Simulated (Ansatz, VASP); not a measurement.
# ZnSn in VASP and in Ansatz

```
Zn Sn
1.0
     3.51264    0.00000    0.00000
     0.00000    3.51264    0.00000
     0.00000    0.00000    3.51264
Zn Sn
1 1
Direct
  0.00000 0.00000 0.00000
  0.50000 0.50000 0.50000
```

Alike in both runs: task relaxation of cell and atoms; functional PBE; k mesh 16 × 16 × 16; occupations gaussian, width 0.1 eV; no spin polarisation.

|  | VASP | Ansatz |
| --- | --- | --- |
| version | VASP 6.6.1 | Ansatz 0.2.0 |
| potentials or method | VASP PAW PBE potentials, release 64 (Zn, Sn_d) | scalar-relativistic, plane waves, PAW |
| plane-wave cutoff (eV) | 600 | 420 |
| valence electrons in the cell | 26 | 26 |

VASP gave:

```
gap on the k mesh at the Fermi level, each at its own relaxed structure (eV) : none
relaxed volume (Å³/atom)                                                     : 22.19
relaxed cell length with the largest relative difference (Å)                 : 3.541
energy change over the relaxation (meV/atom)                                 : -2
```

Problem. Which values does Ansatz return?

Solution. gap on the k mesh at the Fermi level, each at its own relaxed structure (eV): none; relaxed volume (Å³/atom): 22.17; relaxed cell length with the largest relative difference (Å): 3.539; energy change over the relaxation (meV/atom): -2.

A gap of «none» marks a metal or a gap that the smearing closes.
